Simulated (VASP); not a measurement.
**CaS: energy against volume**

CaS (rock salt, Fm-3m, 22.420 Å³/atom and stress up to 0.03 GPa in the relaxed cell, cube axes along x, y and z) under an equal strain ε along all three axes. PBEsol in VASP (plane waves, PAW), 480 eV, 10×10×10 Γ-centred mesh, Gaussian smearing 0.05 eV; ions are relaxed, or left where forces stay under 0.02 eV/Å, within the symmetry of each cell.

Here V stands for volume and E for E less E0.

| volume (Å³/atom) | E less E0 (meV/atom) | pressure (GPa) |
|---|---|---|
| 21.1016 | 16.97 | 4.20 |
| 21.4262 | 9.49 | 3.04 |
| 21.7542 | 4.22 | 1.95 |
| 22.0854 | 1.10 | 0.93 |
| 22.4201 | 0.00 | -0.03 |
| 22.7581 | 0.85 | -0.92 |
| 23.0994 | 3.55 | -1.75 |
| 23.4442 | 8.00 | -2.53 |
| 23.7924 | 14.14 | -3.26 |
| 24.4990 | ? | ? |

The 9 complete rows are fitted with the third-order Birch-Murnaghan form, a cubic in V^(-2/3), E against V. With u = V^(-2/3) - 0.126, the rows have u = 0.004955, 0.003629, 0.002323, 0.001037, -0.000231, -0.001479, -0.002709, -0.003920, -0.005114. Least squares gives E = 0.057 + 369.0·u + 612634·u² + 384984·u³. Residuals (row less fit): -0.004, 0.007, -0.005, 0.001, -0.004, 0.000, 0.004, -0.001, -0.001; standard error 0.005 (degrees of freedom: 5). Its minimum lies at u = -0.000301, so V0 = (0.125699)^(-3/2) = 22.44. There d²E/du² = 1225000 and d³E/du³ = 2310000, so B0 = (4/9) × 22.44^(-7/3) × 1225000 × 0.160218 = 61.4 GPa (the last factor turns the table's units into GPa), and B0' = 4 + (2/3) × 0.125699 × (2310000)/1225000 = 4.2. B0' rests on the cubic coefficient alone and has a standard error of 0.1 from these residuals.

Predict the withheld E at V = 24.4990 from the fit, and compare with the calculation.

u = -0.007450, so E = 0.057 + 369.0 × (-0.007450) + 612634 × (-0.007450)² + 384984 × (-0.007450)³ = 31.151 meV/atom. The calculation gives 31.15 meV/atom, which the fit meets to the printed digits. The row lies outside the fitted rows, so this is an extrapolation. The scatter of the fitted rows lies at the last printed digit.

Other structures, which can take over under pressure, weren't tried. The same form fitted to the pressure column gives B0' = 4.1; series where the two differ by over 0.4 aren't shown. Rows are the converged runs of the series near zero and its far end, less any whose ions stayed unrelaxed beside relaxed ones; series whose fitted rows scatter by over a few per cent of the range, as at a crossing or softening among them, aren't shown in this form.
